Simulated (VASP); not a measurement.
```
La
1.0
    1.83573    -3.17958     0.00000
    1.83573     3.17958     0.00000
    0.00000     0.00000    11.71894
La
4
Direct
  0.00000   0.00000   0.50000
  0.00000   0.00000   0.00000
  0.33333   0.66667   0.25000
  0.66667   0.33333   0.75000
```

These are vdW-DF-cx, VASP's PBE PAW potentials (set 64) (plane waves; VASP 6.6.1) values and carry that method's errors. Run with 520 eV cut-off, Gaussian smearing of 0.050 eV, potentials La.

Problem. Give the energies of bands 17 to 25 at the high-symmetry points, in eV from the Fermi level.

Solution. 
```tsv
band	Γ	M	K	A	L	H
17	-3.16	-2.15	-1.10	-2.65	-1.86	-1.31
18	-1.91	-2.03	-1.10	-2.65	-1.86	-1.31
19	-1.81	-1.75	-0.77	-1.79	-1.49	-0.41
20	-1.80	-1.20	-0.60	-1.79	-1.49	-0.41
21	0.53	-0.79	-0.60	0.76	-1.25	-0.05
22	0.69	-0.30	0.07	0.76	-1.25	-0.05
23	1.22	-0.24	0.22	1.28	0.65	0.01
24	1.22	0.45	0.22	1.28	0.65	0.01
25	1.30	1.05	0.94	1.31	1.34	0.95
```

It has no gap at this level: it comes out as a metal or semimetal.

The compound is La in the dhcp structure. It was relaxed first, which changed the volume by -9 %.
